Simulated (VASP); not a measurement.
MoI, 2 atoms in the cell. The structure is cubic, space group F-43m (No. 216). The conventional cell has a = 6.358 Å, b = 6.358 Å, c = 6.358 Å, α = 90.00°, β = 90.00°, γ = 90.00°. Mo (site symmetry -43m) has 4 I at 2.75 Å as nearest neighbours. Around I (site symmetry -43m) lie 4 Mo at 2.75 Å. The cell was built by a generator and needn't be a form met in nature.

- Program: VASP 6.6.1
- Task: relaxation of cell and atoms
- Functional: LDA
- Potentials or basis: VASP PAW LDA potentials, release 64 (Mo_sv, I)
- Cutoff: 600 eV
- k mesh: 5 × 5 × 5
- Occupations: fermi-dirac, width 0.05 eV
- Spin: no spin polarisation
- Further INCAR settings: ALGO = Fast; EDIFF = 1e-06; IBRION = 2; EDIFFG = -0.01; NSW = 40; ISIF = 3

Potentials or basis: VASP PAW LDA potentials, release 64 (Mo_sv, I).

The run is started by

```console
$ cat potpaw_LDA.64/Mo_sv/POTCAR potpaw_LDA.64/I/POTCAR > POTCAR
$ mpirun -np 1 vasp_std > vasp.out
```

Hardware: 1 thread of Intel(R) Xeon(R) 6975P-C (Granite Rapids), with other jobs on the host.

Problem. How long does it take, and how much memory?

Solution. It took 27 s on 1 thread of Intel(R) Xeon(R) 6975P-C (Granite Rapids), on a shared host, peak memory 0.19 GiB. Counts: scf iterations 74, k points 10, ion steps 7.
